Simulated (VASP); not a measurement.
Here is the system:

```xyz
2
Lattice="3.1600 0.0000 0.0000 0.0000 3.1600 0.0000 0.0000 0.0000 3.1600" Properties=species:S:1:pos:R:3 pbc="T T T"
Zn     1.5800     1.5800     1.5800
Au     0.0000     0.0000     0.0000
```

Calculation: PBEsol GGA, VASP's PBE PAW potentials (set 64) (plane waves; VASP). Numerical set-up: 520 eV cut-off, 12×12×12 Γ-centred mesh, first-order Methfessel-Paxton smearing of 0.10 eV, potentials Zn Au.

Give the stress tensor in GPa (positive for a compressed cell).

```
-3.84   0.00   0.00
 0.00  -3.84   0.00
 0.00   0.00  -3.84
```
The pressure is its mean diagonal, -3.84 GPa.

The compound is AuZn in the CsCl type structure. This cell is one point of a volume scan, at 1.03 of the reference volume. The electron count is odd and the run is not spin-polarised, which forces a metal.
